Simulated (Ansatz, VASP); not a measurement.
# Ni (Nickel) in two plane-wave programs, part 2 of 2

Wanted: the spread between two codes on one cell, functional and k mesh. The cell is taken from a series of runs on this material, whose earlier steps may have relaxed, scaled, displaced or heated it; both programs get it as it stands.

VASP 6.6.1 and Ansatz 0.2.0.

So far: Set-up; Ansatz: relaxation of cell and atoms, PBEsol.

### Step 3. VASP: relaxation of cell and atoms, PBEsol

Level of this step: PBEsol, spin-polarised from a ferromagnetic start (one magnetic atom a cell); plane waves and PAW (Ni) (VASP).

The same cell, functional, mesh and smearing now go to VASP, with its own data sets.

Lines of VASP's logs that name or quote its potential files are left out, and so is its time.

INCAR reads:

```
SYSTEM = Ni
PREC = Accurate
ENCUT = 600
EDIFF = 1E-07
NELM = 200
ISMEAR = 0
SIGMA = 0.1
LREAL = .FALSE.
ALGO = Normal
GGA = PS
NBANDS = 12
ISPIN = 2
MAGMOM = 0.67
LASPH = .TRUE.
LMAXMIX = 4
LORBIT = 11
LWAVE = .FALSE.
LCHARG = .FALSE.
ISIF = 3
IBRION = 2
NSW = 80
EDIFFG = -0.005
GGA_COMPAT = .FALSE.
NELMIN = 4
```

POSCAR reads:

```
Ni
1.0
    0.0000000000      1.7331650000      1.7331650000
    1.7331650000      0.0000000000      1.7331650000
    1.7331650000      1.7331650000      0.0000000000
Ni
1
Direct
    0.0000000000      0.0000000000      0.0000000000
```

KPOINTS reads:

```
Automatic mesh
0
Gamma
20 20 20
0 0 0
```

PAW data sets: Ni (PBE family, release 64).

On the command line:

```sh
mpirun -np 1 vasp_std
```

Numbers of over 12 decimals in the logs are rounded to 6 here.

The program printed:

```text
[banner, memory and clock lines left out]
running    1 mpi-ranks, on    1 nodes
 distrk:  each k-point on    1 cores,    1 groups
 distr:  one band on    1 cores,    1 groups

 POSCAR found type information on POSCAR Ni
 POSCAR found :  1 types and       1 ions
|                                                                             |
|               ----> ADVICE to this user running VASP <----                  |
|                                                                             |
|     You enforced a specific xc type in the INCAR file but a different       |
|     [... a line on the potential file left out ...]
|     I HOPE YOU KNOW WHAT YOU ARE DOING!                                     |
|                                                                             |

 LDA part: xc-table for (Slater+PW92), standard interpolation
 POSCAR, INCAR and KPOINTS ok, starting setup
 FFT: planning ... GRIDC
 FFT: planning ... GRID_SOFT
 FFT: planning ... GRID
 WAVECAR not read
 entering main loop
       N       E                     dE             d eps       ncg     rms          rms(c)
DAV:   1     0.331718138933E+02    0.33172E+02   -0.50278E+03 12732   0.121E+03
DAV:   2    -0.603074172264E+01   -0.39203E+02   -0.36802E+02 12984   0.186E+02
DAV:   3    -0.734317155511E+01   -0.13124E+01   -0.12992E+01 14136   0.365E+01
DAV:   4    -0.735381543722E+01   -0.10644E-01   -0.10640E-01 14116   0.301E+00
DAV:   5    -0.735401998212E+01   -0.20454E-03   -0.20454E-03 14564   0.398E-01    0.110E+01
DAV:   6    -0.649465420485E+01    0.85937E+00   -0.16070E+01 15716   0.538E+01    0.586E+00
DAV:   7    -0.616171323283E+01    0.33294E+00   -0.25580E+00 15500   0.201E+01    0.202E+00
DAV:   8    -0.614309442899E+01    0.18619E-01   -0.24351E-02 17432   0.140E+00    0.969E-01
DAV:   9    -0.614033399872E+01    0.27604E-02   -0.17778E-03 18796   0.310E-01    0.279E-01
DAV:  10    -0.613972367155E+01    0.61033E-03   -0.41048E-04 18848   0.126E-01    0.467E-02
DAV:  11    -0.613968338176E+01    0.40290E-04   -0.49192E-05 16300   0.621E-02    0.315E-02
DAV:  12    -0.613968533623E+01   -0.19545E-05   -0.24561E-06 16336   0.124E-02    0.780E-03
DAV:  13    -0.613968562257E+01   -0.28634E-06   -0.45799E-07 14364   0.644E-03    0.274E-03
DAV:  14    -0.613968553322E+01    0.89353E-07   -0.13331E-08  7152   0.140E-03
   1 F= -.61396855E+01 E0= -.61354292E+01  d E =-.613969E+01  mag=     0.6232
 curvature:   0.00 expect dE= 0.000E+00 dE for cont linesearch  0.000E+00
 trial: gam= 0.00000 g(F)=  0.147E-63 g(S)=  0.365E-03 ort = 0.000E+00 (trialstep = 0.100E+01)
 search vector abs. value=  0.365E-03
 bond charge predicted
       N       E                     dE             d eps       ncg     rms          rms(c)
DAV:   1    -0.614912419687E+01   -0.94386E-02   -0.12675E-01 15620   0.510E+00    0.823E-01
DAV:   2    -0.614261009081E+01    0.65141E-02   -0.12258E-01 15744   0.439E+00    0.429E-01
DAV:   3    -0.613988189169E+01    0.27282E-02   -0.17801E-02 15484   0.175E+00    0.128E-01
DAV:   4    -0.613970032009E+01    0.18157E-03   -0.11317E-04 13960   0.789E-02    0.737E-02
DAV:   5    -0.613966859803E+01    0.31722E-04   -0.52530E-05 17368   0.439E-02    0.136E-02
DAV:   6    -0.613966939453E+01   -0.79650E-06   -0.18291E-06 17372   0.869E-03    0.762E-03
DAV:   7    -0.613966890223E+01    0.49230E-06   -0.42979E-07 11472   0.863E-03    0.123E-03
DAV:   8    -0.613966884259E+01    0.59643E-07   -0.54157E-09  6752   0.770E-04
   2 F= -.61396688E+01 E0= -.61354521E+01  d E =0.166906E-04  mag=     0.6222
 trial-energy change:    0.000017  1 .order    0.000025   -0.000365    0.000415
 step:   0.4839(harm=  0.4680)  dis= 0.00000  next Energy=    -6.139775 (dE=-0.893E-04)
 bond charge predicted
       N       E                     dE             d eps       ncg     rms          rms(c)
DAV:   1    -0.614229431023E+01   -0.26254E-02   -0.33878E-02 15644   0.265E+00    0.423E-01
DAV:   2    -0.614055970033E+01    0.17346E-02   -0.32920E-02 15780   0.225E+00    0.220E-01
DAV:   3    -0.613983200400E+01    0.72770E-03   -0.47382E-03 15480   0.907E-01    0.675E-02
DAV:   4    -0.613978224769E+01    0.49756E-04   -0.32109E-05 13928   0.408E-02    0.381E-02
DAV:   5    -0.613977414961E+01    0.80981E-05   -0.14994E-05 17348   0.233E-02    0.686E-03
DAV:   6    -0.613977469985E+01   -0.55025E-06   -0.19229E-07 11212   0.324E-03    0.408E-03
DAV:   7    -0.613977507516E+01   -0.37531E-06   -0.12062E-07  8244   0.496E-03    0.522E-04
DAV:   8    -0.613977509679E+01   -0.21635E-07   -0.22214E-09  6412   0.513E-04
   3 F= -.61397751E+01 E0= -.61355379E+01  d E =-.895636E-04  mag=     0.6227
 curvature:  -0.23 expect dE=-0.325E-07 dE for cont linesearch -0.325E-07
 trial: gam= 0.00000 g(F)=  0.516E-62 g(S)=  0.139E-06 ort =-0.712E-05 (trialstep = 0.897E+00)
 search vector abs. value=  0.139E-06
 reached required accuracy - stopping structural energy minimisation
```

OUTCAR, selected parts (step 3):

```text
ion  position               nearest neighbor table
   1  0.000  0.000  0.000-

  LATTYP: Found a face centered cubic cell.
 ALAT       =     3.4663300000

 Subroutine GETGRP returns: Found 48 space group operations
 (whereof 48 operations were pure point group operations)

The static configuration has the point symmetry O_h .

 Found    256 irreducible k-points:

   k-points           NKPTS =    256   k-points in BZ     NKDIM =    256   number of bands    NBANDS=     12

   dimension x,y,z NGX =    20 NGY =   20 NGZ =   20
   dimension x,y,z NGXF=    40 NGYF=   40 NGZF=   40

   ENCUT  =  600.0 eV  44.10 Ry    6.64 a.u.   4.90  4.90  4.90*2*pi/ulx,y,z

   NELECT =      10.0000    total number of electrons

 k-points in reciprocal lattice and weights: Automatic mesh
   0.00000000  0.00000000  0.00000000       0.000
   0.05000000  0.00000000  0.00000000       0.001
   0.10000000  0.00000000  0.00000000       0.001
   0.15000000  0.00000000  0.00000000       0.001
   0.20000000  0.00000000  0.00000000       0.001
   0.25000000  0.00000000  0.00000000       0.001
   0.30000000  0.00000000  0.00000000       0.001
   0.35000000  0.00000000  0.00000000       0.001
   0.40000000  0.00000000  0.00000000       0.001
[...]
-0.30000000  0.50000000  0.20000000       0.002
  -0.25000000  0.50000000  0.25000000       0.001

 average (electrostatic) potential at core
       1 -81.2860

 E-fermi :   9.8745

 spin component 1
 k-point     1 :       0.0000    0.0000    0.0000
  band No.  band energies     occupation
    ...
      2       7.3226      1.00000
      3       7.3226      1.00000
      4       7.3226      1.00000
      5       8.5737      1.00000
      6       8.5737      1.00000
      7      33.9736      0.00000
      8      38.1858      0.00000
      9      38.1858      0.00000
     10      38.1858      0.00000
     11      41.2680      0.00000
    ...

 k-point     2 :       0.0500    0.0000    0.0000
  band No.  band energies     occupation
    ...
      2       7.2948      1.00000
      3       7.3463      1.00000
      4       7.3463      1.00000
      5       8.5632      1.00000
      6       8.5632      1.00000
      7      33.7061      0.00000
      8      36.7838      0.00000
      9      37.9496      0.00000
     10      37.9496      0.00000
     11      41.6153      0.00000
    ...

 k-point     3 :       0.1000    0.0000    0.0000
  band No.  band energies     occupation
    ...
      2       7.2179      1.00000
      3       7.4105      1.00000
      4       7.4105      1.00000
      5       8.5388      1.00000
      6       8.5388      1.00000
      7      32.3468      0.00000
      8      35.4177      0.00000
      9      37.4498      0.00000
     10      37.4498      0.00000
     11      42.3804      0.00000
    ...

 k-point     4 :       0.1500    0.0000    0.0000
  band No.  band energies     occupation
    ...
      2       7.1116      1.00000
      3       7.4925      1.00000
      4       7.4925      1.00000
      5       8.5223      1.00000
      6       8.5223      1.00000
      7      29.9427      0.00000
      8      34.9322      0.00000
      9      36.9218      0.00000
     10      36.9218      0.00000
     11      42.3230      0.00000
    ...

 k-point     5 :       0.2000    0.0000    0.0000
  band No.  band energies     occupation
    ...
      2       7.0101      1.00000
      3       7.5542      1.00000
      4       7.5542      1.00000
      5       8.5493      1.00000
      6       8.5493      1.00000
      7      27.3263      0.00000
      8      34.5686      0.00000
      9      36.4533      0.00000
     10      36.4533      0.00000
     11      42.4268      0.00000
    ...

 k-point     6 :       0.2500    0.0000    0.0000
  band No.  band energies     occupation
    ...
      2       6.9690      1.00000
      3       7.5623      1.00000
      4       7.5623      1.00000
      5       8.6479      1.00000
      6       8.6479      1.00000
      7      24.7507      0.00000
      8      34.1242      0.00000
      9      36.0686      0.00000
     10      36.0686      0.00000
     11      41.7264      0.00000
    ...

  Total        0.0009801      0.0009801      0.0009801      0.0000000      0.0000000     -0.0000000
  in kB        0.1513472      0.1513472      0.1513472      0.0000000      0.0000000     -0.0000000
  external PRESSURE =       0.1513472 kB  Pullay stress =       0.0000000 kB

  energy-cutoff  :      600.00
  volume of cell :       10.38
      direct lattice vectors                 reciprocal lattice vectors
     0.000000000  1.731132891  1.731132891    -0.288828202  0.288828202  0.288828202
     1.731132891 -0.000000000  1.731132891     0.288828202 -0.288828202  0.288828202
     1.731132891  1.731132891  0.000000000     0.288828202  0.288828202 -0.288828202

 POSITION                                       TOTAL-FORCE (eV/Angst)
 -----------------------------------------------------------------------------------
      0.00000      0.00000      0.00000         0.000000      0.000000      0.000000
 -----------------------------------------------------------------------------------
    total drift:                                0.000000     -0.000000     -0.000000

  FREE ENERGIE OF THE ION-ELECTRON SYSTEM (eV)
  ---------------------------------------------------
  free  energy   TOTEN  =        -6.1397750968 eV

  energy  without entropy=       -6.1313006054  energy(sigma->0) =       -6.13553785

 reached required accuracy - stopping structural energy minimisation

 total charge
# of ion       s       p       d       tot
------------------------------------------
    1        0.522   0.547   8.334   9.402

 magnetization (x)
# of ion       s       p       d       tot
------------------------------------------
    1       -0.006  -0.024   0.659   0.628

[... 6 further parts left out ...]
```

CONTCAR:

```
Ni
   1.00000000000000
     0.0000000000000000    1.7311328912570245    1.7311328912570245
     1.7311328912570245   -0.0000000000000000    1.7311328912570245
     1.7311328912570245    1.7311328912570245    0.0000000000000000
  Ni
     1
Direct
     0.0000000000000000    0.0000000000000000    0.0000000000000000
```

The cell holds one magnetic atom, so no antiferromagnetic order fits into it. The run keeps the 48 symmetry operations of its start, so it cannot find a distortion of lower symmetry.

### Step 4. Differences

Known differences besides the potentials themselves: VASP starts from the moments at which Ansatz ended; the data sets hold 18 valence electrons in Ansatz (on norm-conserving files, of PseudoDojo where its log says so) and 10 in VASP; the cutoff is 1333.36 eV in Ansatz and 600 eV in VASP; Ansatz adds a Pulay correction to the stress that steers its cell, VASP none; site moments are counted in spheres of each program's own size. Total energies have different zeros and are not compared.

The two programs side by side:

```
                                         quantity  Ansatz   VASP  difference
                                      volume (Å³)   10.38  10.38     +0.07 %
edge a after relaxation, in the typed setting (Å)   2.449  2.448     +0.02 %
                                total moment (μB)    0.63   0.62       +0.01
                               moment on Ni1 (μB)    0.67   0.63       +0.04
```

### Step 5. Results

```yaml
difference_in_volume_relaxation_of_cell_and_atoms_pbesol: 0.071 %
```

**Reading.** The difference in volume is 0.071 % (relaxation of cell and atoms, PBEsol), within the 1.2 % picked in this series as the mark of a large difference, as far as the stopping tolerances let one tell. The data sets hold unlike numbers of valence electrons (18 in Ansatz and 10 in VASP), so part of the differences comes from the potentials. How closely two codes agree says nothing of how well the functional describes the real material.

[Lines on the potential files, build, host, timing and source positions are cut from VASP's logs without a mark.]

[Logs are printed without paths, hosts, clocks, repeated set-up lines and the standing remarks that a program may print on its own settings, such as how far it seeks lower states.]

[Hosts, paths, dates, database ids (printed as entryN), source tags and the programs' standing remarks are cut or masked in the printed files.]
